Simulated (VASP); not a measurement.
# BN: relaxation of cell and atoms with PBE

The system is BN.

```
CELL_PARAMETERS angstrom
0.00000 1.81279 1.81279
1.81279 0.00000 1.81279
1.81279 1.81279 0.00000
ATOMIC_POSITIONS crystal
B 0.00000 0.00000 0.00000
N 0.25000 0.25000 0.25000
```

```yaml
Program: VASP 6.6.1
Task: relaxation of cell and atoms
Functional: PBE
Potentials_or_basis: VASP PAW PBE potentials, release 64 (B, N)
Cutoff: 520 eV
k_mesh: 14 × 14 × 14
Occupations: gaussian, width 0.02 eV
Spin: no spin polarisation
Further_INCAR_settings: ALGO = Normal; EDIFF = 0.05; IBRION = 2; EDIFFG = -0.002; NSW = 80; ISIF = 3
```

* Relaxed volume: 5.96 Å³/atom
* Relaxed cell: a = 2.564 Å, b = 2.564 Å, c = 2.564 Å, α = 60.00°, β = 60.00°, γ = 60.00°
* Space group after relaxing (to 0.05 Å): F-43m (No. 216)
* Energy gained by relaxing: 0.1 meV/atom
* Ionic steps: 9
* Pressure after relaxing: 0.0 GPa
* Band gap on the k mesh: 4.45 eV, indirect (least direct gap 8.78 eV)

The path:
| step | energy change (eV) | largest force (eV/Å) | pressure (GPa) | volume (Å³) |
| --- | --- | --- | --- | --- |
| 1 | 0.0000 | 0.0000 | -0.07 | 11.91 |
| 2 | -0.0003 | 0.0000 | -0.12 | 11.91 |
| 3 | -0.0003 | 0.0000 | 0.38 | 11.90 |
| 4 | -0.0003 | 0.0000 | 0.30 | 11.91 |
| 5 | -0.0003 | 0.0000 | 0.16 | 11.91 |
| 6 | -0.0003 | 0.0000 | 0.12 | 11.91 |
| 7 | -0.0003 | 0.0000 | 0.11 | 11.91 |
| 8 | -0.0003 | 0.0000 | 0.10 | 11.91 |
| 9 | -0.0003 | 0.0000 | 0.04 | 11.91 |

Final structure:
```
B N
1.0
     0.00000    1.81271    1.81271
     1.81271    0.00000    1.81271
     1.81271    1.81271    0.00000
B N
1 1
Direct
  0.00000 0.00000 0.00000
  0.25000 0.25000 0.25000
```

Levels at points of the mesh, in eV from the valence-band top:
```csv
k point,band 1,band 2,band 3,band 4,band 5,band 6,band 7,band 8
"(0.00, 0.00, 0.00)",-20.13,0.00,0.00,0.00,8.78,8.78,8.78,10.21
"(0.50, 0.00, 0.00)",-15.96,-10.61,-1.92,-1.92,10.03,10.66,10.66,15.17
"(0.50, 0.50, 0.00)",-14.60,-8.86,-4.86,-4.86,4.45,9.18,17.79,17.79
```

Run time: 14 s on 1 thread of AMD EPYC 7R13 Processor (Zen 3), on a shared host, peak memory 0.09 GiB.

A k mesh can miss the band edges. PBE gaps usually lie below the measured ones, often by a third to a half.
